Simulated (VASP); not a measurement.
Here is the system:

```
CELL_PARAMETERS angstrom
      0.00000     3.04295     3.04295
      3.04295     0.00000     3.04295
      3.04295     3.04295     0.00000
ATOMIC_POSITIONS crystal
  S  0.00000 0.00000 0.00000
  Ag 0.25000 0.25000 0.25000
  Ag 0.75000 0.75000 0.75000
```

The numbers are results of PBEsol GGA with spin-orbit coupling, VASP's PBE PAW potentials (set 64) (plane waves; VASP), not measurements. Settings: 400 eV cut-off, 8×8×8 Γ-centred mesh, Gaussian smearing of 0.050 eV, potentials S Ag.

### Question
Estimate the energy per atom (σ→0), band gap (over mesh and band path) with the smallest direct gap where there is one.

### Answer

| Item | Value |
|---|---|
| band gap (over mesh and band path) | 0.05 eV |
| smallest direct gap (over mesh and band path) | 0.05 eV |
| energy per atom (σ→0) | -3.657 eV/atom |

The absolute energy has meaning only against runs of the same code, potentials and settings.

The structure was generated: Ag2S was put into the fluorite type (Fm-3m), which need not be its known phase. It was relaxed first.
